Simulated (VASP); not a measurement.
OSZICAR of a VASP run on Be (hcp):

### OSZICAR
```
       N       E                     dE             d eps       ncg     rms          rms(c)
DAV:   1    -0.279911160294E+01   -0.27991E+01   -0.17494E+03  2676   0.544E+02
DAV:   2    -0.752920091303E+01   -0.47301E+01   -0.45645E+01  4158   0.610E+01
DAV:   3    -0.756414018400E+01   -0.34939E-01   -0.34943E-01  3462   0.463E+00
DAV:   4    -0.756419696790E+01   -0.56784E-04   -0.56784E-04  3954   0.153E-01
DAV:   5    -0.756419706400E+01   -0.96103E-07   -0.96309E-07  3390   0.247E-03    0.115E+00
DAV:   6    -0.752561760246E+01    0.38579E-01   -0.46523E-03  3144   0.962E-01    0.705E-01
DAV:   7    -0.750943015991E+01    0.16187E-01   -0.54068E-03  3066   0.101E+00    0.239E-02
DAV:   8    -0.750941001749E+01    0.20142E-04   -0.12602E-05  3870   0.441E-02    0.824E-03
DAV:   9    -0.750940949470E+01    0.52279E-06   -0.22948E-06  3390   0.193E-02    0.868E-04
DAV:  10    -0.750940930302E+01    0.19168E-06   -0.70019E-09  3090   0.102E-03    0.259E-04
DAV:  11    -0.750940916731E+01    0.13571E-06   -0.33272E-09  1770   0.737E-04    0.661E-06
DAV:  12    -0.750940916325E+01    0.40551E-08   -0.15986E-10  1836   0.164E-04
   1 F= -.75094092E+01 E0= -.75093494E+01  d E =-.750941E+01
       N       E                     dE             d eps       ncg     rms          rms(c)
DAV:   1    -0.750969210713E+01   -0.28294E-03   -0.25832E-03  3390   0.334E-01    0.191E-02
DAV:   2    -0.750968967219E+01    0.24349E-05   -0.12185E-05  3258   0.321E-02    0.117E-02
DAV:   3    -0.750968741914E+01    0.22531E-05   -0.12365E-06  3666   0.681E-03    0.171E-04
DAV:   4    -0.750968741837E+01    0.76269E-09   -0.10828E-08  2346   0.102E-03
   2 F= -.75096874E+01 E0= -.75096354E+01  d E =-.278255E-03
       N       E                     dE             d eps       ncg     rms          rms(c)
DAV:   1    -0.750969706289E+01   -0.96438E-05   -0.12258E-04  3390   0.728E-02    0.435E-03
DAV:   2    -0.750969690234E+01    0.16054E-06   -0.58151E-07  3270   0.703E-03    0.266E-03
DAV:   3    -0.750969674490E+01    0.15744E-06   -0.62676E-08  2886   0.154E-03    0.377E-05
DAV:   4    -0.750969674543E+01   -0.53433E-09   -0.72147E-10  1626   0.270E-04
   3 F= -.75096967E+01 E0= -.75096429E+01  d E =-.287582E-03
```

Question: Which electronic solver shows in the log?

Answer: It is blocked Davidson (ALGO = Normal, or the opening steps of other solvers). The INCAR had ALGO = Normal.

Question: Can the final energy be trusted as converged?

Answer: The calculation finished and met its thresholds. It stopped with EDIFF = 1E-7, NELM = 100, NSW = 30 and EDIFFG = -0.01 after 3 ionic steps (PBE GGA, plane waves, VASP's PBE PAW potentials (set 64)).

The compound is Be in the hcp structure. This cell is one point of a volume scan, at 1.06 of the reference volume. Symmetry was kept, so distortions that lower it aren't found.
